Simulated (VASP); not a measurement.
Level of theory: optB88-vdW, VASP's PBE PAW potentials (set 64) (plane waves; VASP). For the first row: Run with 520 eV cut-off, 9×9×9 Γ-centred mesh, first-order Methfessel-Paxton smearing of 0.10 eV, potentials Fe Ni.

```
system        energy (eV/atom)
------------  ----------------
Ni3Fe (L1_2)           -3.4836
Fe (bcc)               -5.6491
Ni (fcc)               -2.6634
```

The references are the elements' solids at the same level; no temperature or zero-point terms are added.

Task: What is the formation energy per atom of Ni₃Fe?

Result: The references average (1×(-5.6491) + 3×(-2.6634))/4 = -3.4098 eV, so the formation energy is -3.4836 − (-3.4098) = -0.074 eV/atom.
